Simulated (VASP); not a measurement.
```xyz
4
Lattice="2.1251 -3.6808 0.0000 2.1251 3.6808 0.0000 0.0000 0.0000 6.9018" Properties=species:S:1:pos:R:3 pbc="T T T"
Cd     2.1251    -1.2269     3.4508
Cd     2.1251     1.2269     6.9017
S      2.1251    -1.2269     6.0529
S      2.1251     1.2269     2.6020
```

The numbers are results of MS2 meta-GGA, VASP's PBE PAW potentials (set 64) (plane waves; VASP), not measurements. Run with 520 eV cut-off, 6×6×4 Γ-centred mesh, Gaussian smearing of 0.050 eV, potentials Cd S.

### Question
What does the run give for the energy per atom (σ→0), pressure, band gap (on the k-mesh) with the smallest direct gap where there is one?

### Answer

band gap (on the k-mesh): 1.38 eV
smallest direct gap (on the k-mesh): 1.38 eV
energy per atom (σ→0): -3.900 eV/atom
pressure: -3.04 GPa

The compound is CdS in the wurtzite structure. This cell is one point of a volume scan, at 1.06 of the reference volume.
